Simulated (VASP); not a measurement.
Given:

```
KF
1.0
    0.00000     2.65895     2.65895
    2.65895     0.00000     2.65895
    2.65895     2.65895     0.00000
K F
1 1
Direct
  0.00000   0.00000   0.00000
  0.50000   0.50000   0.50000
```

The numbers are results of r2SCAN meta-GGA, VASP's PBE PAW potentials (set 64) (plane waves; VASP), not measurements. Settings: 520 eV cut-off, 11×11×11 Γ-centred mesh, Gaussian smearing of 0.010 eV, potentials K_sv F.

Predict the energy per atom (σ→0), band gap (on the k-mesh) with the smallest direct gap where there is one.

The band gap (on the k-mesh) is 6.91 eV and the smallest direct gap (on the k-mesh) comes out as 6.91 eV. The energy per atom (σ→0) is -7.486 eV/atom.

The compound is KF in the rock salt structure. It was relaxed first.
